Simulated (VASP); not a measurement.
```yaml
crystal:
  lattice:
    - [4.19545, 0.00000, 0.00000]
    - [0.00000, 4.19545, 0.00000]
    - [0.00000, 0.00000, 2.68309]
  atoms:
    - { symbol: Si, position: [0.50000, 0.50000, 0.50000] }
    - { symbol: Si, position: [0.00000, 0.00000, 0.00000] }
    - { symbol: O, position: [0.69408, 0.69408, 0.00000] }
    - { symbol: O, position: [0.30592, 0.30592, 0.00000] }
    - { symbol: O, position: [0.80592, 0.19408, 0.50000] }
    - { symbol: O, position: [0.19408, 0.80592, 0.50000] }
```

The numbers are results of PBEsol GGA, VASP's PBE PAW potentials (set 64) (plane waves; VASP), not measurements. Settings: 520 eV cut-off, 6×6×9 Γ-centred mesh, tetrahedra with Blöchl corrections, potentials Si O.

Q: What does the run give for the energy per atom (σ→0), band gap (on the k-mesh) with the smallest direct gap where there is one?

A: 
| Item | Result |
|---|---|
| band gap (on the k-mesh) | 5.31 eV |
| smallest direct gap (on the k-mesh) | 5.31 eV |
| energy per atom (σ→0) | -8.164 eV/atom |

Only differences to runs with the same potentials and settings are physical.

The structure comes from a computed database's SiO2 entry (P4_2/mnm); how it stands against other phases isn't given here. It was relaxed first.
